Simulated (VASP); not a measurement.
# Interstitial O in GePt, part 5 of 6

Wanted: what interstitial O costs in GePt and how the lattice relaxes round it. The start is a cell from a database of measured crystal structures.

VASP 6.6.1, plane waves and PAW; the level of theory is named at each step.

So far. Step 7 (Going on with the relaxation): The start already met the threshold, so nothing moved. Step 7 (Going on with the relaxation): Energy at zero smearing: -6.96479 eV.

## Step 8: The defect cell

This step: PBEsol; plane waves and PAW (Pt, Ge, O) (VASP 6.6.1).

System of this step: Ge16Pt16O. The cell holds 33 atoms: 16 Pt, 16 Ge and 1 O. Cell: a = 9.167 Å, b = 9.167 Å, c = 9.167 Å, α = 102.7°, β = 132.3°, γ = 96.1°. It derives from GePt. Nearest the centre at fractional (0.583, 0.333, 0.500): O33 at 0.00 Å, Ge25 at 2.05 Å, Ge29 at 2.16 Å, Ge31 at 2.16 Å, Pt9 at 2.21 Å, Pt5 at 2.43 Å, Pt7 at 2.43 Å, Ge20 at 2.49 Å.

The host is treated as a metal, since its gap is under 0.3 eV or closed. The run keeps 2 symmetry operations, which cuts the number of k-points but bars distortions that break them. The atoms relax at the host's fixed cell.

INCAR

```
SYSTEM = Ge16Pt16O
PREC = Normal
ENCUT = 400
EDIFF = 1E-05
NELM = 120
ISMEAR = 1
SIGMA = 0.2
LREAL = Auto
ALGO = Fast
GGA = PS
NBANDS = 140
LASPH = .TRUE.
LORBIT = 11
LWAVE = .FALSE.
LCHARG = .TRUE.
KPAR = 4
IBRION = 2
NSW = 50
ISIF = 2
EDIFFG = -0.03
POTIM = 0.4
MAXMIX = 40
ISYM = 2
```

POSCAR

```
Ge16Pt16O
1.0
   -5.7228035426      3.7092622332      6.1261694956
    5.7228035426     -3.7092622332      6.1261694956
    5.7228035426      3.7092622332     -6.1261694956
Pt Ge O
16 16 1
Direct
    0.7791277800      0.4044051000      0.3752773100
    0.2791277800      0.9044051000      0.3752773100
    0.2791277800      0.4044051000      0.8752773100
    0.7791277800      0.9044051000      0.8752773100
    0.2791277800      0.4038504700      0.3747226900
    0.7791277800      0.9038504700      0.3747226900
    0.7791277800      0.4038504700      0.8747226900
    0.2791277800      0.9038504700      0.8747226900
    0.7208722200      0.5961495300      0.6252773100
    0.2208722200      0.0961495300      0.6252773100
    0.2208722200      0.5961495300      0.1252773100
    0.7208722200      0.0961495300      0.1252773100
    0.2208722200      0.5955949000      0.6247226900
    0.7208722200      0.0955949000      0.6247226900
    0.7208722200      0.5955949000      0.1247226900
    0.2208722200      0.0955949000      0.1247226900
    0.5809206800      0.6133881200      0.7824674400
    0.0809206800      0.1133881200      0.7824674400
    0.0809206800      0.6133881200      0.2824674400
    0.5809206800      0.1133881200      0.2824674400
    0.5809206800      0.7984532400      0.4675325600
    0.0809206800      0.2984532400      0.4675325600
    0.0809206800      0.7984532400      0.9675325600
    0.5809206800      0.2984532400      0.9675325600
    0.4190793200      0.2015467600      0.5324674400
    0.9190793200      0.7015467600      0.5324674400
    0.9190793200      0.2015467600      0.0324674400
    0.4190793200      0.7015467600      0.0324674400
    0.4190793200      0.3866118800      0.2175325600
    0.9190793200      0.8866118800      0.2175325600
    0.9190793200      0.3866118800      0.7175325600
    0.4190793200      0.8866118800      0.7175325600
    0.5833333300      0.3333333300      0.5000000000
```

KPOINTS

```
Automatic mesh
0
Gamma
4 4 4
0 0 0
```

PAW data sets: Pt, Ge and O (PBE family, release 64).

Launch:

```bash
mpirun -np 4 vasp_std
```

The log of the run:

```text
[banner, memory and clock lines left out]
running    4 mpi-ranks, on    1 nodes
 distrk:  each k-point on    1 cores,    4 groups
 distr:  one band on    1 cores,    1 groups

 POSCAR found type information on POSCAR PtGeO
 POSCAR found :  3 types and      33 ions
 [... a notice as in an earlier step ...]

 LDA part: xc-table for (Slater+PW92), standard interpolation
 POSCAR, INCAR and KPOINTS ok, starting setup
 FFT: planning ... GRIDC
 FFT: planning ... GRID_SOFT
 FFT: planning ... GRID
 WAVECAR not read
 entering main loop
       N       E                     dE             d eps       ncg     rms          rms(c)
DAV:   1     0.109019238779E+04    0.10902E+04   -0.91721E+04  6720   0.122E+03
DAV:   2    -0.139099167411E+03   -0.12293E+04   -0.11712E+04  7508   0.265E+02
DAV:   3    -0.217434246240E+03   -0.78335E+02   -0.75687E+02  7984   0.587E+01
DAV:   4    -0.219664613609E+03   -0.22304E+01   -0.22016E+01  7856   0.978E+00
DAV:   5    -0.219729001780E+03   -0.64388E-01   -0.64230E-01  8224   0.145E+00    0.447E+01
RMM:   6    -0.212304217383E+03    0.74248E+01   -0.50697E+01  6720   0.165E+01    0.270E+01
RMM:   7    -0.211906944940E+03    0.39727E+00   -0.17770E+01  6729   0.877E+00    0.155E+01
RMM:   8    -0.209186868491E+03    0.27201E+01   -0.23220E+00  6720   0.314E+00    0.663E+00
RMM:   9    -0.209036937545E+03    0.14993E+00   -0.26727E+00  6981   0.287E+00    0.344E+00
RMM:  10    -0.208931462123E+03    0.10548E+00   -0.30445E-01  6731   0.120E+00    0.146E+00
RMM:  11    -0.208924962482E+03    0.64996E-02   -0.19687E-01  6815   0.846E-01    0.821E-01
RMM:  12    -0.208915735726E+03    0.92268E-02   -0.21492E-02  6864   0.281E-01    0.390E-01
RMM:  13    -0.208914031643E+03    0.17041E-02   -0.12983E-02  7028   0.194E-01    0.872E-02
RMM:  14    -0.208914104875E+03   -0.73231E-04   -0.17462E-03  7161   0.684E-02    0.641E-02
RMM:  15    -0.208914141006E+03   -0.36131E-04   -0.83641E-04  7107   0.461E-02    0.451E-02
RMM:  16    -0.208914107230E+03    0.33777E-04   -0.14929E-04  6391   0.238E-02    0.770E-03
RMM:  17    -0.208914110480E+03   -0.32499E-05   -0.39634E-05  4615   0.926E-03
   1 F= -.20891411E+03 E0= -.20891318E+03  d E =-.208914E+03
 curvature:   0.00 expect dE= 0.000E+00 dE for cont linesearch  0.000E+00
 trial: gam= 0.00000 g(F)=  0.570E+00 g(S)=  0.000E+00 ort = 0.000E+00 (trialstep = 0.100E+01)
 search vector abs. value=  0.570E+00
 bond charge predicted
       N       E                     dE             d eps       ncg     rms          rms(c)
DAV:   1    -0.209145758887E+03   -0.23165E+00   -0.11687E+02  6752   0.235E+01    0.197E+00
RMM:   2    -0.209379085217E+03   -0.23333E+00   -0.18998E+00  6720   0.390E+00    0.265E+00
RMM:   3    -0.209313971813E+03    0.65113E-01   -0.27165E-01  6771   0.142E+00    0.102E+00
RMM:   4    -0.209313543894E+03    0.42792E-03   -0.61176E-02  6868   0.612E-01    0.732E-01
RMM:   5    -0.209309261708E+03    0.42822E-02   -0.28605E-02  6858   0.380E-01    0.178E-01
RMM:   6    -0.209309509400E+03   -0.24769E-03   -0.63309E-03  7235   0.152E-01    0.828E-02
RMM:   7    -0.209309529243E+03   -0.19842E-04   -0.13334E-03  6972   0.798E-02    0.547E-02
RMM:   8    -0.209309578440E+03   -0.49197E-04   -0.34635E-04  7414   0.373E-02    0.498E-02
RMM:   9    -0.209309546113E+03    0.32327E-04   -0.14208E-04  6479   0.236E-02    0.871E-03
RMM:  10    -0.209309550175E+03   -0.40625E-05   -0.45110E-05  4738   0.112E-02
   2 F= -.20930955E+03 E0= -.20930758E+03  d E =-.395440E+00
[... from here on, the cycles between the ionic steps are left out ...]
   3 F= -.20939061E+03 E0= -.20938806E+03  d E =-.476496E+00
   4 F= -.20947849E+03 E0= -.20947537E+03  d E =-.878810E-01
   5 F= -.20951668E+03 E0= -.20951305E+03  d E =-.126076E+00
   6 F= -.20955007E+03 E0= -.20954644E+03  d E =-.333888E-01
   7 F= -.20956629E+03 E0= -.20956276E+03  d E =-.496109E-01
   8 F= -.20956744E+03 E0= -.20956395E+03  d E =-.507527E-01
   9 F= -.20959337E+03 E0= -.20959014E+03  d E =-.259316E-01
  10 F= -.20959902E+03 E0= -.20959608E+03  d E =-.315844E-01
  11 F= -.20961916E+03 E0= -.20961668E+03  d E =-.201364E-01
  12 F= -.20962172E+03 E0= -.20961945E+03  d E =-.227034E-01
  13 F= -.20963852E+03 E0= -.20963651E+03  d E =-.167989E-01
  14 F= -.20964628E+03 E0= -.20964455E+03  d E =-.245580E-01
  15 F= -.20965656E+03 E0= -.20965485E+03  d E =-.102766E-01
  16 F= -.20965686E+03 E0= -.20965516E+03  d E =-.105816E-01
  17 F= -.20966126E+03 E0= -.20965957E+03  d E =-.439455E-02
  18 F= -.20966133E+03 E0= -.20965965E+03  d E =-.446601E-02
  19 F= -.20966326E+03 E0= -.20966154E+03  d E =-.193028E-02
  20 F= -.20966348E+03 E0= -.20966175E+03  d E =-.215022E-02
  21 F= -.20966486E+03 E0= -.20966308E+03  d E =-.137747E-02
  22 F= -.20966505E+03 E0= -.20966326E+03  d E =-.157414E-02
 curvature:  -2.29 expect dE=-0.105E-02 dE for cont linesearch -0.105E-04
 trial: gam= 0.69185 g(F)=  0.459E-03 g(S)=  0.000E+00 ort = 0.768E-04 (trialstep = 0.240E+01)
 search vector abs. value=  0.118E-02
 bond charge predicted
       N       E                     dE             d eps       ncg     rms          rms(c)
DAV:   1    -0.209664597005E+03    0.45239E-03   -0.88422E-01  6728   0.221E+00    0.112E-01
RMM:   2    -0.209665833920E+03   -0.12369E-02   -0.12467E-02  6720   0.323E-01    0.592E-02
RMM:   3    -0.209665961576E+03   -0.12766E-03   -0.17800E-03  6875   0.115E-01    0.312E-02
RMM:   4    -0.209665990364E+03   -0.28787E-04   -0.43511E-04  7186   0.470E-02    0.209E-02
RMM:   5    -0.209665996690E+03   -0.63261E-05   -0.97382E-05  6464   0.242E-02
  23 F= -.20966600E+03 E0= -.20966418E+03  d E =-.943172E-03
 trial-energy change:   -0.000943  1 .order   -0.000715   -0.001228   -0.000203
 step:   2.5935(harm=  2.8730)  dis= 0.00771  next Energy=  -209.666005 (dE=-0.951E-03)
 reached required accuracy - stopping structural energy minimisation
```

Run time: 34 min. Hardware: 4 MPI ranks of Intel Xeon 6975P-C (Granite Rapids), shared host; peak memory 3.5 GiB.

Parts of OUTCAR (step 8):

```text
   k-points           NKPTS =     24   k-points in BZ     NKDIM =     24   number of bands    NBANDS=    140

   NELECT =     230.0000    total number of electrons

 E-fermi :   8.7127

 k-point     1 :       0.0000    0.0000    0.0000
  band No.  band energies     occupation
    ...
    110       7.5263      2.00000
    111       7.6795      2.00000
    112       7.9247      2.00000
    113       8.1251      2.00026
    114       8.1580      2.00063
    115       9.2616     -0.00073
    116       9.3296     -0.00012
    117       9.3396     -0.00009
    118       9.3642     -0.00004
    119       9.4075     -0.00001
    ...

  Total       11.1038087      7.9338679      8.0810436      0.0000000      0.0000000      0.4401051
  in kB       34.2008720     24.4371285     24.8904447      0.0000000      0.0000000      1.3555689
  external PRESSURE =      27.8428150 kB  Pullay stress =       0.0000000 kB

 POSITION                                       TOTAL-FORCE (eV/Angst)
 -----------------------------------------------------------------------------------
     -0.03384      2.78195      5.00522         0.000273      0.000000      0.009110
      5.81221     -0.92732      5.05636        -0.001766      0.000000     -0.016894
      5.64356      2.78195     -1.17646        -0.003893      0.000000     -0.005507
      5.67133      2.78195      4.88376         0.000712      0.000000     -0.010853
      2.96979      0.69556      1.76097         0.002925      0.004929      0.005077
      2.82900      0.90012      8.01464        -0.004209      0.002136     -0.001972
      2.96979      4.86834      1.76097         0.002925     -0.004929      0.005077
      8.55180      0.95451      1.88847        -0.004209     -0.002136     -0.001972
      2.97087      2.78195      4.44326         0.007851     -0.000000     -0.013558
      2.88245      2.78195     -1.90750        -0.004001      0.000000      0.001744
      2.77157     -0.92732      4.22329        -0.007337     -0.000000      0.008088
     -2.92216      2.78195      4.19080        -0.001347      0.000000      0.002224
      5.73668      0.92356      1.20427         0.011681      0.006277     -0.004134
     -0.03549      4.71039      1.14442         0.006167     -0.012416     -0.000544
      0.01387      0.93107      7.33044         0.011681     -0.006277     -0.004134
     -0.03549      0.85351      1.14442         0.006167      0.012416     -0.000544
      4.60616      2.78195      2.49716         0.009452      0.000000     -0.002944
      4.61896      2.78195     -3.62285        -0.004255      0.000000      0.016056
      4.74772     -0.92732      2.63269        -0.014252      0.000000      0.012678
     -1.08790      2.78195      2.50532        -0.011169      0.000000     -0.013192
      3.88963      0.83395      5.61098         0.001280      0.001909     -0.001393
      3.94181      0.89583     -0.58039        -0.006479      0.007808     -0.014247
      9.61244      1.02068     -0.51519         0.001280     -0.001909     -0.001393
      3.94181      4.66806     -0.58039        -0.006479     -0.007808     -0.014247
[...]
-----------------------------------------------------------------------------------
    total drift:                               -0.060787     -0.000067      0.022798

  FREE ENERGIE OF THE ION-ELECTRON SYSTEM (eV)
  ---------------------------------------------------
  free  energy   TOTEN  =      -209.6659966897 eV

  energy  without entropy=     -209.6605425947  energy(sigma->0) =     -209.66417866

[... 5 parts as in an earlier step ...]

[... 12 further parts left out ...]
```

The run keeps the 2 symmetry operations of its start, so it cannot find a distortion of lower symmetry.

Relaxation path (22 of 23):

```
step  energy less that of the first step (eV)  largest force (eV/Å)
   1                                   0.0000                1.8682
   2                                  -0.3954                0.7614
   3                                  -0.4765                0.6413
   4                                  -0.5644                0.3647
   5                                  -0.6026                0.3970
   6                                  -0.6360                0.2018
   7                                  -0.6522                0.2795
   8                                  -0.6533                0.3410
   9                                  -0.6793                0.2001
  10                                  -0.6849                0.2354
  11                                  -0.7050                0.1811
  13                                  -0.7244                0.1546
  14                                  -0.7322                0.1964
  15                                  -0.7424                0.0986
  16                                  -0.7428                0.1216
  17                                  -0.7471                0.0493
  18                                  -0.7472                0.0680
  19                                  -0.7491                0.0457
  20                                  -0.7494                0.0539
  21                                  -0.7507                0.0369
  22                                  -0.7509                0.0363
  23                                  -0.7519                0.0219
```

The atoms that moved most (Å):

```
atom      dx      dy      dz  length
 Pt5   0.112  -0.232  -0.127   0.287
 Pt7   0.112   0.232  -0.127   0.287
 Pt9   0.106   0.000   0.206   0.231
 O33   0.194   0.000   0.096   0.216
Ge25   0.075   0.000   0.137   0.157
Ge27  -0.088   0.000  -0.106   0.138
Ge19   0.084   0.000   0.110   0.138
 Pt2   0.086   0.000   0.105   0.136
```

Final coordinates:

```xyz
33
Lattice="-5.7228 3.7093 6.1262 5.7228 -3.7093 6.1262 5.7228 3.7093 -6.1262" Properties=species:S:1:pos:R:3 pbc="T T T"
Pt   -0.0338    2.7819    5.0052
Pt    5.8122   -0.9273    5.0564
Pt    5.6436    2.7819   -1.1765
Pt    5.6713    2.7819    4.8838
Pt    2.9698    0.6956    1.7610
Pt    2.8290    0.9001    8.0146
Pt    2.9698    4.8683    1.7610
Pt    8.5518    0.9545    1.8885
Pt    2.9709    2.7819    4.4433
Pt    2.8824    2.7819   -1.9075
Pt    2.7716   -0.9273    4.2233
Pt   -2.9222    2.7819    4.1908
Pt    5.7367    0.9236    1.2043
Pt   -0.0355    4.7104    1.1444
Pt    0.0139    0.9311    7.3304
Pt   -0.0355    0.8535    1.1444
Ge    4.6062    2.7819    2.4972
Ge    4.6190    2.7819   -3.6229
Ge    4.7477   -0.9273    2.6327
Ge   -1.0879    2.7819    2.5053
Ge    3.8896    0.8340    5.6110
Ge    3.9418    0.8958   -0.5804
Ge    9.6124    1.0207   -0.5152
Ge    3.9418    4.6681   -0.5804
Ge    1.8777    2.7819    0.6774
Ge    1.7876    2.7819    6.7013
Ge   -4.0089    2.7819    6.5598
Ge    1.7329   -0.9273    6.6531
Ge    1.0414    0.9569    3.5223
Ge    1.0547    0.9410    9.7491
Ge    1.0414    4.6069    3.5223
Ge    6.7775    0.9136    3.6229
O     1.6246    2.7819    2.6483
```

Numbers from this step:

```
electronic cycles       : 171
electrons               : 230
free energy (TOTEN)     : -209.6660 eV
energy at zero smearing : -209.6642 eV
Fermi energy            : 8.713 eV
```

Valence density in the ac plane at fractional y = 0.333, through the centre, with atoms of Ge and O within 0.45 Å of it. It is the smooth field of the valence electrons, not physical close to the nuclei.

Ten steps, logarithmic in the rise over the least value, from '0' (0.1 e/Å³) to '9' (6.2 e/Å³), each cell a mean:
```
00001234444333213444566532
00012356654443334456776431
11123567754333333467765321
22235677653322234567754322
33346776532212234566543333
33356665321111234554333333
33345543210012334333333233
32344432100123333333332233
22333332101233334443333332
12333322112333456654333322
23333322223334689753333322
33223332333346999632333322
32134334443358996323444433
33344455543357763234565444
33345666532345432356665433
33356776432333323567764333
23467765333333334677653222
23566654333333334666532111
24555533332233334554321001
34444333332333233443210012
33322223333322233433211123
32211123333221233433212233
21000123333222333333233333
10000123333223321333345442
```
Columns run along a (9.2 Å), rows up along c (9.2 Å). Atoms in or near the plane, at fractional coordinates: Ge at (0.07, 0.47), Ge at (0.58, 0.97), Ge at (0.42, 0.22), Ge at (0.91, 0.71), O at (0.59, 0.52).

The run ended after 23 ionic steps, 0.752 eV below its first step, once the forces on the free atoms met EDIFFG = -0.03.

After the relaxation O lies 0.22 Å from the centre of its site, and its nearest atoms are 3 Ge and 1 Pt at 1.99 to 2.24 Å.

## Step 9: Formation energies

This step: point defect, PBEsol; plane waves and PAW (VASP 6.6.1).

This step runs nothing: it gathers the runs above.

Numbers from this step:

```
formation energy of the neutral defect : 1.689 eV
host formation enthalpy                : -0.5155 eV/atom
```

Formation energy:

```
formation energy (eV)  largest move (Å)
                1.689            0.2871
```

E_f is E(defect cell) less E(perfect cell), corrected for the atoms exchanged with their references.

References, in eV an atom: O -5.138 (O2 molecule), Ge -4.893 (crystal Fd-3m) and Pt -6.965 (crystal Fm-3m). They were run at the supercell's cutoff and functional, without U, and count both elements from their own phases.

(Continued in part 6 of 6.)

[Lines on the potential files, build, host, timing and source positions are cut from VASP's logs without a mark.]

[Logs are printed without paths, hosts, clocks, repeated set-up lines and the standing remarks that a program may print on its own settings, such as how far it seeks lower states.]

[Hosts, paths, dates, database ids (printed as entryN), source tags and the programs' standing remarks are cut or masked in the printed files.]

[In band tables of VASP the shares of atoms and orbitals are scaled to a sum of 1 inside the atoms' spheres.]

[Runs that stopped without an error message from VASP are left out.]
